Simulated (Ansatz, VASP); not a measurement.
One calculation of PdPt2S6, two programs

The input INCAR:

```
PREC = Accurate ; ENCUT = 520
EDIFF = 1E-7 ; ISMEAR = 0
SIGMA = 0.1 ; LREAL = F
LASPH = T ; NELM = 100
ALGO = Normal ; ISIF = 2
LWAVE = F ; LCHARG = F
GGA = PE ; NBANDS = 43
```

KPOINTS

```
Automatic mesh
0
Gamma
  6 6 1
```

The input POSCAR:

```
PdPt2S6
1.0
    3.5712623000      0.0000000000      0.0000000000
   -1.7856312000      3.0928039000      0.0000000000
    0.0000000000      0.0000000000     18.9619127000
Pd Pt S
1 2 6
Direct
    0.0000000000      0.0000000000      0.0000000000
    0.0000000000      0.0000000000      0.3322920000
    0.0000000000      0.0000000000      0.6677080000
    0.3333333000      0.6666667000      0.0648730000
    0.3333333000      0.6666667000      0.3971820000
    0.3333333000      0.6666667000      0.7325910000
    0.6666667000      0.3333333000      0.2674090000
    0.6666667000      0.3333333000      0.6028180000
    0.6666667000      0.3333333000      0.9351270000
```

Input for Ansatz:

```yaml
crystal:
  lattice:
    - [3.5712623, 0.0, 0.0]
    - [-1.7856312, 3.0928039, 0.0]
    - [0.0, 0.0, 18.9619127]
  atoms:
    - { symbol: Pd, position: [0.0, 0.0, 0.0] }
    - { symbol: Pt, position: [0.0, 0.0, 0.332292] }
    - { symbol: Pt, position: [0.0, 0.0, 0.667708] }
    - { symbol: S, position: [0.3333333, 0.6666667, 0.064873] }
    - { symbol: S, position: [0.3333333, 0.6666667, 0.397182] }
    - { symbol: S, position: [0.3333333, 0.6666667, 0.732591] }
    - { symbol: S, position: [0.6666667, 0.3333333, 0.267409] }
    - { symbol: S, position: [0.6666667, 0.3333333, 0.602818] }
    - { symbol: S, position: [0.6666667, 0.3333333, 0.935127] }
basis:
  ecutwfc: 420
kpoints:
  mp_grid: { grid: [6, 6, 1] }
hamiltonian:
  xc: pbe
scf:
  occupations: { method: gaussian, width: 0.1 }
  lower_state_search: "off"
output:
  forces: true
  stress: true
  eigenvalues: true
```

Alike in both runs: task single point; functional PBE; k mesh 6 × 6 × 1; occupations gaussian, width 0.1 eV; no spin polarisation.

|  | VASP | Ansatz |
| --- | --- | --- |
| version | VASP 6.6.1 | Ansatz 0.2.0 |
| potentials or method | VASP PAW PBE potentials, release 64 (Pd, Pt, S) | scalar-relativistic, plane waves, PAW |
| plane-wave cutoff (eV) | 520 | 420 |
| valence electrons in the cell | 66 | 90 |

|  | VASP | Ansatz | Ansatz less VASP |
| --- | --- | --- | --- |
| gap on the k mesh at the Fermi level (eV) | 1.36 | 1.36 | +0.001 |
| least direct gap on the mesh (eV) | 1.36 | 1.37 | +0.007 |
| pressure (GPa) | -0.3 | 0.0 | +0.33 |
| largest component of the traceless stress (GPa) | 0.08 | 0.00 | -0.080 |
| rms of the force components (eV/Å) | 0.020 | 0.004 | -0.0156 |

Atom by atom the forces differ by 0.016 eV/Å (rms over components). The functional is the same, so the differences come from potentials, cutoffs and numerics. The two sets of potentials don't hold the same shells in valence.

Caveats: spin-orbit coupling is left out, which moves the levels of the heavy elements; an odd mesh through Γ misses points on the zone boundary, where band edges often lie; this functional lacks dispersion, which binds the layers, so the pressure and a relaxed spacing across them are unreliable. PBE gaps usually lie below the measured ones, often by a third to a half.
